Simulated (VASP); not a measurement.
OSZICAR of a VASP run on Ni₂Ge (space group P6_3/mmc):

File OSZICAR:
```
       N       E                     dE             d eps       ncg     rms          rms(c)
DAV:   1     0.506372878957E+03    0.50637E+03   -0.21464E+04    88   0.293E+03
DAV:   2     0.541566060463E+02   -0.45222E+03   -0.43880E+03    80   0.633E+02
DAV:   3    -0.233736269387E+02   -0.77530E+02   -0.76114E+02    80   0.194E+02
DAV:   4    -0.268760705970E+02   -0.35024E+01   -0.34487E+01    96   0.478E+01
DAV:   5    -0.269610614134E+02   -0.84991E-01   -0.84871E-01    88   0.712E+00    0.230E+01
DAV:   6    -0.270110383701E+02   -0.49977E-01   -0.39363E+01    96   0.739E+01    0.196E+01
DAV:   7    -0.242695675357E+02    0.27415E+01   -0.17694E+01    88   0.680E+01    0.960E+00
DAV:   8    -0.241119583376E+02    0.15761E+00   -0.74277E+00    96   0.387E+01    0.700E+00
DAV:   9    -0.237581962971E+02    0.35376E+00   -0.19202E+00   104   0.226E+01    0.257E+00
DAV:  10    -0.237222132895E+02    0.35983E-01   -0.40310E-01    88   0.804E+00    0.943E-01
DAV:  11    -0.237242517742E+02   -0.20385E-02   -0.29602E-02    96   0.140E+00    0.682E-01
DAV:  12    -0.237235094644E+02    0.74231E-03   -0.44343E-03    88   0.114E+00    0.286E-01
DAV:  13    -0.237231024390E+02    0.40703E-03   -0.10338E-03    96   0.608E-01    0.109E-01
DAV:  14    -0.237230644566E+02    0.37982E-04   -0.14401E-04    96   0.985E-02    0.862E-02
DAV:  15    -0.237230510116E+02    0.13445E-04   -0.11039E-05    88   0.268E-02    0.701E-02
DAV:  16    -0.237230226336E+02    0.28378E-04   -0.16224E-04    96   0.126E-01    0.190E-02
DAV:  17    -0.237230222929E+02    0.34073E-06   -0.10991E-05    72   0.231E-02    0.154E-02
DAV:  18    -0.237230206011E+02    0.16918E-05   -0.20467E-06    56   0.111E-02    0.819E-03
DAV:  19    -0.237230199599E+02    0.64119E-06   -0.21633E-06    64   0.848E-03
   1 F= -.23723020E+02 E0= -.23555541E+02  d E =-.334957E+00
```

Q: Which electronic solver shows in the log?

A: It is blocked Davidson (ALGO = Normal, or the opening steps of other solvers). The INCAR had ALGO = Normal.

Q: How was spin treated?

A: Without spin polarisation: there is no mag entry.

Q: Can the final energy be trusted as converged?

A: Self-consistency was reached. It stopped with EDIFF = 1E-6, NELM = 100 (PBEsol GGA, plane waves, VASP's PBE PAW potentials (set 64)).

The structure comes from a computed database's Ni2Ge entry; how it stands against other phases isn't given here. The cell was not relaxed at this level. The k-mesh is coarse (spacing up to 1.82 per Å, 2π included), so the numbers may not be converged in it. The run is one of a series of settings (KPOINTS 1×1×1 Γ-centred mesh against the base run), some of them coarse on purpose. The run is not spin-polarised, so no magnetic state was tried.
